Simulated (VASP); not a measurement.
Input:

```yaml
crystal:
  lattice:
    - [3.41256, 0.00000, 0.00000]
    - [0.00000, 3.41256, 0.00000]
    - [0.00000, 0.00000, 3.41256]
  atoms:
    - { symbol: La, position: [0.00000, 0.00000, 0.00000] }
    - { symbol: B, position: [0.50000, 0.50000, 0.50000] }
```

These are PBE GGA, VASP's PBE PAW potentials (set 64) (plane waves; VASP 6.6.1) values and carry that method's errors. Run with 520 eV cut-off, 10×10×10 Γ-centred mesh, first-order Methfessel-Paxton smearing of 0.10 eV, potentials La B.

Q: Predict the energy per atom (σ→0), band gap (on the k-mesh) with the smallest direct gap where there is one.

A: 
```
Quantity                                                     Value
------------------------  ----------------------------------------
band gap (on the k-mesh)  none (metal, semimetal or under 0.01 eV)
energy per atom (σ→0)                               -5.363 eV/atom
```

Total energies compare only between runs with the same potentials, cut-off and functional.

The structure was generated: LaB was put into the CsCl type type (Pm-3m), which need not be its known phase. It was relaxed first, which changed the volume by -27 %. The start is the result of an earlier pass.
